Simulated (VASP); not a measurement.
Given:

```
CELL_PARAMETERS angstrom
     22.16515     0.00000     0.00000
      0.00000     2.87204     2.88236
      0.00000    -2.87204     2.88236
ATOMIC_POSITIONS crystal
  Sn 0.43636 0.24432 0.74432
  Sn 0.56364 0.74432 0.24432
  S  0.44842 0.72168 0.22168
  S  0.55158 0.22168 0.72168
```

These are PBEsol GGA, VASP's PBE PAW potentials (set 64) (plane waves; VASP) values and carry that method's errors. Numerical set-up: 400 eV cut-off, Gaussian smearing of 0.050 eV, potentials Sn_d S.

The cell holds a wide vacuum, so values per volume refer to the whole cell. Unless said otherwise, spin-orbit coupling is left out, though it shifts the bands of the heavy elements here.

Question: Give the energies of bands 13 to 23 at the high-symmetry points, in eV from the valence-band maximum.

Answer: 
```
band      Γ      Y     C0      Z     A0      T      S      R
----  -----  -----  -----  -----  -----  -----  -----  -----
13    -6.37  -6.11  -6.11  -6.37  -6.11  -6.11  -7.28  -7.28
14    -4.45  -5.87  -5.88  -4.45  -5.88  -5.87  -7.28  -7.28
15    -3.76  -5.28  -5.26  -3.76  -5.26  -5.28  -2.58  -2.58
16    -3.39  -5.03  -5.03  -3.39  -5.03  -5.03  -2.58  -2.58
17    -3.38  -3.58  -3.58  -3.38  -3.58  -3.58  -1.90  -1.90
18    -1.97  -3.54  -3.53  -1.97  -3.53  -3.54  -1.90  -1.90
19    -1.97  -1.81  -1.80  -1.97  -1.80  -1.81  -0.34  -0.34
20    -0.18  -1.76  -1.76  -0.18  -1.76  -1.76  -0.34  -0.34
21     1.48   3.79   3.78   1.48   3.78   3.79   1.77   1.77
22     3.62   3.96   3.96   3.62   3.96   3.96   1.77   1.77
23     3.82   4.61   4.62   3.83   4.62   4.61   2.52   2.52
```

The gap is direct, 1.37 eV, from the valence maximum at Γ-S at 0.86 to the conduction minimum at Γ-S at 0.86.

The cell is a sheet with vacuum, built from a database entry that may be metastable or hypothetical.
